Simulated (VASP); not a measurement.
These are PBE GGA, VASP's PBE PAW potentials (set 64) (plane waves; VASP) values and carry that method's errors.

VASP input:

POSCAR:
```
PbF2
1
   -0.0000000000     2.9332976894     2.9332976894
    2.9332976894     0.0000000000     2.9332976894
    2.9332976894     2.9332976894     0.0000000000
Pb F
1 2
Direct
  0.0000000000   0.0000000000   0.0000000000
  0.2500000000   0.2500000000   0.2500000000
  0.7500000000   0.7500000000   0.7500000000
```

### KPOINTS
```
kpoints
0
gamma
  6 6 6
```

### INCAR
```
SYSTEM = PbF2
PREC = Accurate
ENCUT = 600
EDIFF = 1E-7
NELM = 100
ALGO = Normal
LREAL = .FALSE.
LASPH = .TRUE.
ISMEAR = 0
SIGMA = 0.05
GGA = PE
LMAXMIX = 4
LWAVE = .FALSE.
LCHARG = .FALSE.
ISIF = 3
IBRION = 2
NSW = 40
EDIFFG = -0.01
PSTRESS = 50
```

POTCAR, in this order: Pb_d F (PBE.64 set). Program: vasp_std.

What VASP printed:

File OUTCAR:
```
 ion  position               nearest neighbor table
   1  0.000  0.000  0.000-   3 2.54   3 2.54   3 2.54   2 2.54   3 2.54   2 2.54   2 2.54   2 2.54
  LATTYP: Found a face centered cubic cell.
 ALAT       =     5.8665953788
 Subroutine PRICEL returns:
 Original cell was already a primitive cell.
 Subroutine GETGRP returns: Found 48 space group operations
The static configuration has the point symmetry O_h .
The dynamic configuration has the point symmetry O_h .
 Subroutine INISYM returns: Found 48 space group operations
 Subroutine IBZKPT returns following result:
 Found     16 irreducible k-points:

 Following reciprocal coordinates:
            Coordinates               Weight
  0.000000  0.000000  0.000000      1.000000
  0.166667  0.000000  0.000000      8.000000
  0.333333  0.000000  0.000000      8.000000
  0.500000  0.000000  0.000000      4.000000
  0.166667  0.166667  0.000000      6.000000
  0.333333  0.166667  0.000000     24.000000
  0.500000  0.166667  0.000000     24.000000
 -0.333333  0.166667  0.000000     24.000000
 -0.166667  0.166667  0.000000     12.000000
  0.333333  0.333333  0.000000      6.000000
  0.500000  0.333333  0.000000     24.000000
 -0.333333  0.333333  0.000000     12.000000
  0.500000  0.500000  0.000000      3.000000
  0.500000  0.333333  0.166667     24.000000
 -0.333333  0.333333  0.166667     24.000000
 -0.333333  0.500000  0.166667     12.000000
   k-points           NKPTS =     16   k-points in BZ     NKDIM =     16   number of bands    NBANDS=     18
   number of dos      NEDOS =    301   number of ions     NIONS =      3
   total plane-waves  NPLWV =  46656
   dimension x,y,z NGX =    36 NGY =   36 NGZ =   36
   dimension x,y,z NGXF=    72 NGYF=   72 NGZF=   72
   ions per type =               1   2
   PREC   = accura    normal or accurate (medium, high low for compatibility)
   ISTART =      0    job   : 0-new  1-cont  2-samecut
   ICHARG =      2    charge: 1-file 2-atom 10-const
...
```

File OSZICAR:
```
       N       E                     dE             d eps       ncg     rms          rms(c)
DAV:   1     0.319953091246E+03    0.31995E+03   -0.16374E+04   576   0.198E+03
DAV:   2     0.114996248123E+02   -0.30845E+03   -0.29632E+03   650   0.489E+02
DAV:   3    -0.152752357727E+02   -0.26775E+02   -0.26502E+02   668   0.160E+02
DAV:   4    -0.161446994615E+02   -0.86946E+00   -0.86784E+00   636   0.285E+01
DAV:   5    -0.161702371499E+02   -0.25538E-01   -0.25537E-01   638   0.496E+00    0.793E+00
DAV:   6    -0.143005986095E+02    0.18696E+01   -0.98984E+00   752   0.272E+01    0.260E+00
DAV:   7    -0.143000549154E+02    0.54369E-03   -0.42096E-01   588   0.462E+00    0.152E+00
DAV:   8    -0.142990494811E+02    0.10054E-02   -0.94953E-02   580   0.403E+00    0.490E-01
DAV:   9    -0.142964092957E+02    0.26402E-02   -0.17428E-02   700   0.113E+00    0.101E-01
DAV:  10    -0.142975181629E+02   -0.11089E-02   -0.12320E-03   580   0.281E-01    0.250E-02
DAV:  11    -0.142975336502E+02   -0.15487E-04   -0.56962E-05   620   0.714E-02    0.843E-03
DAV:  12    -0.142975412054E+02   -0.75552E-05   -0.12273E-05   580   0.281E-02    0.182E-03
DAV:  13    -0.142975412715E+02   -0.66123E-07   -0.42648E-07   620   0.533E-03
   1 F= -.12722261E+02 E0= -.12722261E+02  d E =-.127223E+02
```

OUTCAR:
```
------------------------ aborting loop because EDIFF is reached ----------------------------------------
  FORCE on cell =-STRESS in cart. coord.  units (eV):
  Direction    XX          YY          ZZ          XY          YZ          ZX
  --------------------------------------------------------------------------------------
  Total        1.5943967      1.5943967      1.5943967      0.0000000     -0.0000000      0.0000000
  in kB       50.6067615     50.6067615     50.6067615      0.0000000     -0.0000000      0.0000000
  external PRESSURE =       0.6067615 kB  Pullay stress =      50.0000000 kB
  volume of cell :       50.48
      direct lattice vectors                 reciprocal lattice vectors
     0.000000000  2.933297689  2.933297689    -0.170456617  0.170456617  0.170456617
     2.933297689  0.000000000  2.933297689     0.170456617 -0.170456617  0.170456617
     2.933297689  2.933297689  0.000000000     0.170456617  0.170456617 -0.170456617
 POSITION                                       TOTAL-FORCE (eV/Angst)
 -----------------------------------------------------------------------------------
      0.00000      0.00000      0.00000        -0.000000     -0.000000      0.000000
      1.46665      1.46665      1.46665         0.000000      0.000000     -0.000000
      4.39995      4.39995      4.39995        -0.000000      0.000000      0.000000
 -----------------------------------------------------------------------------------
    total drift:                                0.000000      0.000000      0.000000
  FREE ENERGIE OF THE ION-ELECTRON SYSTEM (eV)
  ---------------------------------------------------
  free  energy   TOTEN  =       -14.2975412715 eV

  energy  without entropy=      -14.2975412715  energy(sigma->0) =      -14.29754127
  enthalpy is  TOTEN    =       -12.7222609855 eV   P V=        1.5752802860

 reached required accuracy - stopping structural energy minimisation
```
(Selected blocks of OUTCAR.)

The compound is PbF2 in the fluorite structure, the β form. It was relaxed first under an external pressure of 5 GPa.
